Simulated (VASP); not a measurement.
# Mg2ZnTeS2 (P3m1) in VASP: single point with r2SCAN

Aim: the single point of Mg2ZnTeS2 with r2SCAN.

Program: VASP 6.6.1. These are calculated values, not measurements. Logs are shortened: lines on timing, memory, paths and dates and some standing lists are left out, and cuts for length are marked.

## (1) Starting point

The structure is trigonal, space group P3m1 (No. 156). Conventional cell: a = 4.132 Å, b = 4.132 Å, c = 10.276 Å, α = 90.00°, β = 90.00°, γ = 120.00°. Around Mg (site symmetry 3m) lie 1 S at 2.45 Å and 3 Te at 2.70 Å. Mg (site symmetry 3m) has 4 S at 2.46 to 2.51 Å as nearest neighbours. Zn (site symmetry 3m) is surrounded by 3 S at 2.48 Å and 1 Te at 2.65 Å. Te (site symmetry 3m) has 1 Zn at 2.65 Å and 3 Mg at 2.70 Å as nearest neighbours. Around S (site symmetry 3m) lie 1 Mg at 2.46 Å and 3 Zn at 2.48 Å. Around S (site symmetry 3m) lie 4 Mg at 2.45 to 2.51 Å.

The cell was built by a generator and needn't be a form met in nature.

## (2) Single point, r2SCAN

File INCAR:

```
  PREC = Accurate
  ENCUT = 520
  EDIFF = 1E-6
  ISMEAR = 0
  SIGMA = 0.1
  LREAL = F
  LASPH = T
  NELM = 150
  ALGO = Normal
  ISIF = 2
  LWAVE = F
  LCHARG = F
  METAGGA = R2SCAN
  LMIXTAU = T
  NBANDS = 26
  KPAR = 4
```

File KPOINTS:

```
regular mesh
0
Gamma
  8 8 4
```

File POSCAR:

```
Mg2ZnTeS2                               
1.0
    4.1324970478      0.0000000000      0.0000000000
   -2.0662485189      3.5788474261      0.0000000000
    0.0000000000      0.0000000000     10.2760383022
  Mg              Zn              Te              S             
     2     1     1     2
Direct
     0.3333333300000021    0.6666666699999979    0.3582294402294011
     0.6666666699999979    0.3333333300000021    0.6714501759680402
     0.0000000000000000    0.0000000000000000    0.9772185129798032
     0.0000000000000000    0.0000000000000000    0.2352952656147167
     0.6666666699999979    0.3333333300000021    0.9108660390903935
     0.3333333300000021    0.6666666699999979    0.5970626761176447
```

Potentials or basis: VASP PAW PBE potentials, release 64 (Mg, Zn, Te, S).

On the command line:

```console
$ cat potpaw_PBE.64/Mg/POTCAR potpaw_PBE.64/Zn/POTCAR potpaw_PBE.64/Te/POTCAR potpaw_PBE.64/S/POTCAR > POTCAR
$ mpirun -np 4 vasp_std > vasp.out
```

OUTCAR:

```text
PREC = Accurate
   ENCUT = 520
   EDIFF = 1E-6
   ISMEAR = 0
   LREAL = F
   LASPH = T
   NELM = 150
   ISIF = 2
   METAGGA = R2SCAN

 ion  position               nearest neighbor table
   1  0.333  0.667  0.358-   6 2.45   4 2.70   4 2.70   4 2.70
   2  0.667  0.333  0.671-   5 2.46   6 2.51   6 2.51   6 2.51
   3  0.000  0.000  0.977-   5 2.48   5 2.48   5 2.48   4 2.65
   4  0.000  0.000  0.235-   3 2.65   1 2.70   1 2.70   1 2.70
   5  0.667  0.333  0.911-   2 2.46   3 2.48   3 2.48   3 2.48
   6  0.333  0.667  0.597-   1 2.45   2 2.51   2 2.51   2 2.51

  LATTYP: Found a hexagonal cell.
 ALAT       =     4.1324970478
 C/A-ratio  =     2.4866414140

  Lattice vectors:

 A1 = (   4.1324970478,   0.0000000000,   0.0000000000)
 A2 = (  -2.0662485189,   3.5788474261,   0.0000000000)
 A3 = (   0.0000000000,   0.0000000000,  10.2760383022)

Analysis of symmetry for initial positions (statically):
=====================================================================
 Subroutine PRICEL returns:
 Original cell was already a primitive cell.

 Routine SETGRP: Setting up the symmetry group for a
 hexagonal supercell.

 Subroutine GETGRP returns: Found  6 space group operations
 (whereof  6 operations were pure point group operations)
 out of a pool of 24 trial point group operations.

The static configuration has the point symmetry C_3v.

Analysis of symmetry for dynamics (positions and initial velocities):
=====================================================================
 Subroutine PRICEL returns:
 Original cell was already a primitive cell.

 Routine SETGRP: Setting up the symmetry group for a
 hexagonal supercell.

 Subroutine GETGRP returns: Found  6 space group operations
 (whereof  6 operations were pure point group operations)
 out of a pool of 24 trial point group operations.

The dynamic configuration has the point symmetry C_3v.

 Subroutine INISYM returns: Found  6 space group operations
 (whereof  6 operations are pure point group operations),
 and found     1 'primitive' translations

----------------------------------------------------------------------------------------

                                     Primitive cell

  volume of cell :     151.9783

  direct lattice vectors                    reciprocal lattice vectors
[... 90 lines left out ...]
   LNONCOLLINEAR =      F non collinear calculations
   LSORBIT =      F    spin-orbit coupling
   LASPH  =      T    aspherical Exc in radial PAW
   ENCUT  =  520.0 eV  38.22 Ry    6.18 a.u.   7.68  7.68 19.11*2*pi/ulx,y,z
   NELM   =    150;   NELMIN=  2; NELMDL= -5     # of ELM steps
   EDIFF  = 0.1E-05   stopping-criterion for ELM
   LREAL  =      F    real-space projection
   EDIFFG = 0.1E-04   stopping-criterion for IOM
   NSW    =      0    number of steps for IOM
   IBRION =     -1    ionic relax: 0-MD 1-quasi-New 2-CG
   NFREE  =      0    steps in history (QN), initial steepest desc. (CG)
   ISIF   =      2    stress and relaxation
   ISYM   =      2    0-nonsym 1-usesym 2-fastsym
   POTIM  = 0.5000    time-step for ionic-motion
   TEBEG  =    0.0;   TEEND  =   0.0 temperature during run
   PSTRESS=    0.0 pullay stress
   NELECT =      34.0000    total number of electrons
   NUPDOWN=      -1.0000    fix difference up-down
   EMIN   =  10.00;   EMAX   =-10.00  energy-range for DOS
   EFERMI =   0.00;   METHOD = LEGACY
   ISMEAR =     0;   SIGMA  =   0.10  broadening in eV -4-tet -1-fermi 0-gaus
   EFERMI_NEDOS =   21; number of points for ismear=-14 and -15
   IALGO  =     38    algorithm
   IMIX   =      4    mixing-type and parameters
     AMIX     =   0.40;   BMIX     =  1.00
     AMIX_MAG =   1.60;   BMIX_MAG =  1.00
  volume/ion in A,a.u.               =      25.33       170.93
  Fermi-wavevector in a.u.,A,eV,Ry     =   0.993819  1.878046 13.438152  0.987676
  Thomas-Fermi vector in A             =   2.125727
   LORBIT       =      0    0 simple, 1 ext, 2 COOP (PROOUT), +10 PAW based schemes
   METAGGA = R2SCAN    functional components
   LHFCALC =     F    Hartree Fock is set to
   AEXX    =    0.0000 exact exchange contribution
   IVDW    =     0    specifies the selected vdW correction
   LEPSILON=     F    determine dielectric tensor
   LRPA    =     F    only Hartree local field effects (RPA)
 non-spin polarized calculation
 Gauss-broadening in eV      SIGMA  =   0.10
  energy-cutoff  :      520.00
  volume of cell :      151.98
 maximum number of plane-waves:      4125
 NGX is ok and might be reduce to    32
   NGX = 15   NGY = 15   NGZ = 39

 number of electron      34.0000010 magnetization

 Free energy of the ion-electron system (eV)
  ---------------------------------------------------
  ext. energy  EPLUGINS =         0.00000000
  ---------------------------------------------------
  free energy    TOTEN  =       -65.42584145 eV

  energy without entropy =      -65.42584145  energy(sigma->0) =      -65.42584145

 E-fermi :   3.1518     XC(G=0):  -8.9471

 val. band max:        2.6601039111   @ k =   0.0000   0.0000   0.0000
 cond. band min:       3.5556196387   @ k =   0.0000   0.0000   0.0000
 fundamental gap:      0.8955157276
 Fermi energy:         3.1517625600

 k-point     1 :       0.0000    0.0000    0.0000
  band No.  band energies     occupation
      1     -11.0094      2.00000
      2     -10.6458      2.00000
      3      -8.6423      2.00000
      4      -4.6743      2.00000
      5      -4.6743      2.00000
      6      -4.5403      2.00000
[... 685 lines left out ...]
     25       9.3436      0.00000
     26       9.8287      0.00000

 [... further k-points ...]
[... 5 lines left out ...]
  --------------------------------------------------------------------------------------
  -------------------------------------------------------------------------------------
  Total       -1.2075422     -1.2075422     -1.3789176     -0.0000000      0.0000000      0.0000000
  in kB      -12.7300895    -12.7300895    -14.5367539     -0.0000000      0.0000000      0.0000000
  external PRESSURE =     -13.3323110 kB  Pullay stress =       0.0000000 kB

 VOLUME and BASIS-vectors are now :
 -----------------------------------------------------------------------------
  energy-cutoff  :      520.00
  volume of cell :      151.98
      direct lattice vectors                 reciprocal lattice vectors
     4.132497048  0.000000000  0.000000000     0.241984444  0.139709783  0.000000000
    -2.066248519  3.578847426  0.000000000     0.000000000  0.279419568  0.000000000
     0.000000000  0.000000000 10.276038302     0.000000000  0.000000000  0.097313767

 POSITION                                       TOTAL-FORCE (eV/Angst)
 -----------------------------------------------------------------------------------
     -0.00000      2.38590      3.68118        -0.000000      0.000000     -0.050356
      2.06625      1.19295      6.89985        -0.000000      0.000000      0.035216
      0.00000      0.00000     10.04193         0.000000     -0.000000      0.014610
      0.00000      0.00000      2.41790        -0.000000      0.000000      0.011636
      2.06625      1.19295      9.36009         0.000000     -0.000000      0.008953
     -0.00000      2.38590      6.13544        -0.000000      0.000000     -0.020060
 -----------------------------------------------------------------------------------
    total drift:                               -0.000020      0.000012     -0.013246

  FREE ENERGIE OF THE ION-ELECTRON SYSTEM (eV)
  ---------------------------------------------------
  free  energy   TOTEN  =       -65.4258414510 eV

  energy  without entropy=      -65.4258414510  energy(sigma->0) =      -65.42584145
```

OSZICAR:

```text
N       E                     dE             d eps       ncg     rms          rms(c)
DAV:   1     0.145001860405E+03    0.14500E+03   -0.13645E+04  1820   0.123E+03
DAV:   2    -0.494227000059E+02   -0.19442E+03   -0.18167E+03  2068   0.253E+02
DAV:   3    -0.710695879469E+02   -0.21647E+02   -0.21443E+02  2244   0.867E+01
DAV:   4    -0.715768183356E+02   -0.50723E+00   -0.50646E+00  2312   0.143E+01
DAV:   5    -0.715862426460E+02   -0.94243E-02   -0.94219E-02  2566   0.194E+00    0.763E+00
DAV:   6    -0.684270714885E+02    0.31592E+01   -0.36100E+00  2386   0.328E+01    0.739E+00
DAV:   7    -0.662478389038E+02    0.21792E+01   -0.70204E-01  2028   0.669E+00    0.474E+00
DAV:   8    -0.671408828775E+02   -0.89304E+00   -0.59610E-01  2016   0.590E+00    0.102E+00
DAV:   9    -0.643006705769E+02    0.28402E+01   -0.10092E+00  1930   0.683E+00    0.129E+00
DAV:  10    -0.652083515240E+02   -0.90768E+00   -0.36072E-01  1876   0.415E+00    0.621E-01
DAV:  11    -0.652907741033E+02   -0.82423E-01   -0.14541E-02  2284   0.800E-01    0.483E-01
DAV:  12    -0.654052586782E+02   -0.11448E+00   -0.26863E-02  1880   0.114E+00    0.224E-01
DAV:  13    -0.654254288114E+02   -0.20170E-01   -0.97273E-03  2014   0.769E-01    0.877E-02
DAV:  14    -0.654252264732E+02    0.20234E-03   -0.59493E-04  2340   0.162E-01    0.734E-02
DAV:  15    -0.654257451555E+02   -0.51868E-03   -0.58374E-04  1932   0.192E-01    0.406E-02
DAV:  16    -0.654256627345E+02    0.82421E-04   -0.38491E-04  2028   0.179E-01    0.282E-02
DAV:  17    -0.654258417403E+02   -0.17901E-03   -0.11568E-04  2020   0.890E-02    0.246E-02
DAV:  18    -0.654258414510E+02    0.28930E-06   -0.26880E-06  2406   0.102E-02
   1 F= -.65425841E+02 E0= -.65425841E+02  d E =-.182332E-10
```

stdout:

```text
POSCAR found type information on POSCAR MgZnTeS
 POSCAR found :  4 types and       6 ions
 scaLAPACK will be used
 -----------------------------------------------------------------------------
|                                                                             |
|                                                                             |
|     You enforced a specific xc type in the INCAR file but a different       |
|     I HOPE YOU KNOW WHAT YOU ARE DOING!                                     |
|                                                                             |
 -----------------------------------------------------------------------------

 LDA part: xc-table for (None), standard interpolation
 POSCAR, INCAR and KPOINTS ok, starting setup
 FFT: planning ... GRIDC
 FFT: planning ... GRID_SOFT
 FFT: planning ... GRID
 WAVECAR not read
 entering main loop
```

It took 2.7 min on 4 MPI ranks of Intel Xeon Platinum 8488C (Sapphire Rapids), shared host; peak memory 0.41 GiB.

Results:

* Free energy: -65.4258 eV
* Pressure: -1.3 GPa
* Largest force: 0.050 eV/Å
* Band gap on the k mesh: 0.90 eV, direct

Forces on the atoms (eV/Å):
```
Mg   0.000  0.000 -0.050
Mg   0.000  0.000  0.035
Zn   0.000  0.000  0.015
Te   0.000  0.000  0.012
S    0.000  0.000  0.009
S    0.000  0.000 -0.020
```

Caveat: the PAW data sets were made with another functional, which shifts forces and pressure a little; spin-orbit coupling is left out, which moves the levels of the heavy elements.
